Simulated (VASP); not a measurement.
Cost and result of VASP (PAW) for the lattice constant a of HfO2 (fluorite). Static lattice. The cost counts the five points of the equation of state, each on the mesh and cut-off of its row, so the ratios hold those differences too. With PBE it took about 50 core-seconds. The timings are rough (shared machines, no repeats); factors under 2 mean little.

```csv
level,k-mesh,cut-off (eV),lattice constant a (Å),cost over PBE
PBEsol,9×9×9,520,5.022,within a factor of 2
PBE,9×9×9,520,5.074,reference
RPBE,8×8×8,520,5.109,within a factor of 2
AM05,8×8×8,520,5.021,within a factor of 2
optB88-vdW,8×8×8,520,5.065,about 3 times
rev-vdW-DF2,8×8×8,520,5.051,about 4 times
revTPSS,8×8×8,520,___,___
```

Q: Fill in the missing entries.

A: 
- revTPSS, lattice constant a (Å): 5.052
- revTPSS, cost over PBE: about 6 times

Left out are levels that failed, ran on another kind of processor or have no fit band path; at most nine are shown.

The compound is HfO2 in the fluorite structure, the high-temperature cubic form, which is unstable at 0 K; the monoclinic form is the stable one.
